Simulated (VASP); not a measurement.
Output of a VASP run:

**OSZICAR**
```
       N       E                     dE             d eps       ncg     rms          rms(c)
DAV:   1     0.197598437462E+03    0.19760E+03   -0.18506E+04  1656   0.131E+03
DAV:   2    -0.442670181767E+02   -0.24187E+03   -0.23616E+03  2152   0.312E+02
DAV:   3    -0.541819798602E+02   -0.99150E+01   -0.99011E+01  2120   0.662E+01
DAV:   4    -0.543745516062E+02   -0.19257E+00   -0.19250E+00  2474   0.822E+00
DAV:   5    -0.543784008747E+02   -0.38493E-02   -0.38490E-02  2208   0.779E-01    0.620E+01
DAV:   6    -0.479407633377E+02    0.64376E+01   -0.40392E+01  1943   0.362E+01    0.544E+01
DAV:   7    -0.477136286082E+02    0.22713E+00   -0.24415E+00  2162   0.102E+01    0.332E+01
DAV:   8    -0.476463862321E+02    0.67242E-01   -0.25811E-01  2185   0.407E+00    0.480E+00
DAV:   9    -0.476353225541E+02    0.11064E-01   -0.64422E-02  2090   0.164E+00    0.175E+00
DAV:  10    -0.476346631640E+02    0.65939E-03   -0.72014E-03  2133   0.535E-01    0.471E-01
DAV:  11    -0.476346052911E+02    0.57873E-04   -0.69064E-04  2084   0.166E-01    0.412E-02
DAV:  12    -0.476346052957E+02   -0.45516E-08   -0.69268E-05  2258   0.512E-02    0.103E-01
DAV:  13    -0.476346045974E+02    0.69834E-06   -0.52950E-06  1834   0.144E-02
   1 F= -.47634605E+02 E0= -.47634605E+02  d E =-.517833E-10
```

**OUTCAR**
```
------------------------ aborting loop because EDIFF is reached ----------------------------------------
  FORCE on cell =-STRESS in cart. coord.  units (eV):
  Direction    XX          YY          ZZ          XY          YZ          ZX
  --------------------------------------------------------------------------------------
  Total       -4.3803938     -4.4758734     -4.4739151      0.0248207     -0.0104206      0.0071045
  in kB      -96.7866756    -98.8963382    -98.8530692      0.5484241     -0.2302469      0.1569770
  external PRESSURE =     -98.1786943 kB  Pullay stress =       0.0000000 kB
  volume of cell :       72.51
      direct lattice vectors                 reciprocal lattice vectors
     4.170000000  0.000000000  0.000000000     0.239808153  0.000000000  0.000000000
     0.000000000  4.170000000  0.000000000     0.000000000  0.239808153  0.000000000
     0.000000000  0.000000000  4.170000000     0.000000000  0.000000000  0.239808153
 POSITION                                       TOTAL-FORCE (eV/Angst)
 -----------------------------------------------------------------------------------
      0.01098      0.02582      4.14735        -0.045924     -0.163211      0.008465
      2.07206      2.07397      2.07536         0.239584      0.109663     -0.027835
      2.08719      4.14923      2.10553         0.083593      0.257793     -0.125416
      0.02559      2.12366      2.11218        -0.430040     -0.189780     -0.142086
      2.05918      2.05233      4.15457         0.152788     -0.014465      0.286872
 -----------------------------------------------------------------------------------
    total drift:                                0.000080     -0.001058      0.000110
  FREE ENERGIE OF THE ION-ELECTRON SYSTEM (eV)
  ---------------------------------------------------
  free  energy   TOTEN  =       -47.6346045974 eV

  energy  without entropy=      -47.6346045973  energy(sigma->0) =      -47.63460460
```
(Selected blocks of OUTCAR.)

POSCAR:
```
BaHfO3
1
    4.1700000000     0.0000000000     0.0000000000
    0.0000000000     4.1700000000     0.0000000000
    0.0000000000     0.0000000000     4.1700000000
Ba Hf O
1 1 3
Direct
  0.0026340000   0.0061910000  -0.0054310000
  0.4968970000   0.4973550000   0.4976880000
  0.5005240000  -0.0049820000   0.5049240000
  0.0061370000   0.5092700000   0.5065190000
  0.4938080000   0.4921660000  -0.0037000000
```

**Question.** Write an INCAR and KPOINTS that could have produced this output.

**Answer.** One answer among several that fit: the input of the run itself, LDA (Ceperley-Alder, Perdew-Zunger), plane waves, VASP's LDA PAW potentials (set 64).

**INCAR**
```
ISMEAR=-1
SIGMA=0.05
LREAL=F   ! projection in real space or not
ISIF=2
NELM=100
ENCUT=400
ALGO=Normal
LWAVE=F
LCHARG=F
PREC=Accurate
SYSTEM=BaHfO3
LASPH=T   ! aspherical one-centre terms
EDIFF=1E-6   ! SCF stop (eV)
LMAXMIX=6   ! l cut-off of mixed one-centre charges
```

### KPOINTS
```
K-points
0
gamma
  4 4 4
0 0 0
```

POTCAR, in this order: Ba_sv Hf_pv O (LDA.64 set). Program: vasp_std.

At this cut-off the stress carries a Pulay error, which pulls relaxed volumes low.

The structure is a typed BaHfO3 crystal. The cell was not relaxed at this level, atoms are displaced from their ideal sites.
